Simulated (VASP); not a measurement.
Wanted: the native input for a VASP 6.6.1 run.

| Property | Result |
| --- | --- |
| Task | density of states |
| Functional | PBEsol |
| Potentials or basis | VASP PAW PBE potentials, release 64 (Au) |
| Cutoff | 520 eV |
| k mesh | 8 × 8 × 1 |
| Occupations | fermi-dirac, width 0.05 eV |
| Spin | no spin polarisation |
| Hubbard terms | Au d U = 4 eV |
| Dipole correction | yes |
| k mesh for the DOS | 12 × 12 × 1 |
| Occupations for the DOS | tetrahedron |
| Further INCAR settings | ALGO = Normal; EDIFF = 1e-07 |

Slab: Au, a slab with vacuum.

```
Au
1.0
     2.82262    0.00000    0.00000
    -1.41131    2.55593    0.00000
     0.00000    0.00000   29.67951
Au
7
Direct
  0.33467 0.66934 0.25270
  0.66533 0.33066 0.33513
  0.33467 0.66934 0.41757
  0.66533 0.33066 0.50000
  0.33467 0.66934 0.58243
  0.66533 0.33066 0.66487
  0.33467 0.66934 0.74730
```

These files were run (other wordings do the same):

POSCAR

```
Au
1.0
    2.8226199300      0.0000000000      0.0000000000
   -1.4113099650      2.5559330250      0.0000000000
    0.0000000000      0.0000000000     29.6795088300
Au
7
Direct
    0.3346720300      0.6693440600      0.2526995997
    0.6653279700      0.3306559400      0.3351330665
    0.3346720300      0.6693440600      0.4175665332
    0.6653279700      0.3306559400      0.5000000000
    0.3346720300      0.6693440600      0.5824334668
    0.6653279700      0.3306559400      0.6648669335
    0.3346720300      0.6693440600      0.7473004003
```

INCAR.step1

```
SYSTEM = Au
ALGO = Normal
DIPOL = 0.5 0.5 0.500
EDIFF = 1E-7
ENCUT = 520
GGA = PS
IDIPOL = 3
ISIF = 2
ISMEAR = -1
LASPH = .TRUE.
LCHARG = .TRUE.
LDAU = .TRUE.
LDAUJ = 0
LDAUL = 2
LDAUPRINT = 1
LDAUTYPE = 2
LDAUU = 4
LDIPOL = .TRUE.
LMAXMIX = 4
LREAL = .FALSE.
LWAVE = .FALSE.
NELM = 100
PREC = Accurate
SIGMA = 0.05
```

KPOINTS.step1

```
k-points
0
G
  8 8 1
  0 0 0
```

INCAR.step2

```
SYSTEM = Au
ALGO = Normal
DIPOL = 0.5 0.5 0.500
EDIFF = 1E-7
ENCUT = 520
GGA = PS
ICHARG = 11
IDIPOL = 3
ISIF = 2
ISMEAR = -5
LASPH = .TRUE.
LCHARG = .FALSE.
LDAU = .TRUE.
LDAUJ = 0
LDAUL = 2
LDAUPRINT = 1
LDAUTYPE = 2
LDAUU = 4
LDIPOL = .TRUE.
LMAXMIX = 4
LORBIT = 11
LREAL = .FALSE.
LWAVE = .FALSE.
NEDOS = 2001
NELM = 100
PREC = Accurate
SIGMA = 0.05
```

KPOINTS.step2

```
k-points
0
G
  12 12 1
  0 0 0
```

Potentials or basis: VASP PAW PBE potentials, release 64 (Au).

Command:

```sh
$ cat potpaw_PBE.64/Au/POTCAR > POTCAR
$ cp INCAR.step1 INCAR
$ cp KPOINTS.step1 KPOINTS
$ mpirun -np 1 vasp_std > vasp.out
$ cp INCAR.step2 INCAR
$ cp KPOINTS.step2 KPOINTS
$ mpirun -np 1 vasp_std > vasp.out
```

Results of the run:

```json
{
  "Valence electrons inside the program's atomic spheres": "Au 9.72, 9.75, 9.74, 9.76"
}
```

Caveat: U without spin polarisation on a metal has little footing; the U is typed as a test and isn't derived for this compound.

It took 5.5 min on 1 thread of Intel(R) Xeon(R) 6975P-C (Granite Rapids) (shared host), peak memory 0.5 GiB.
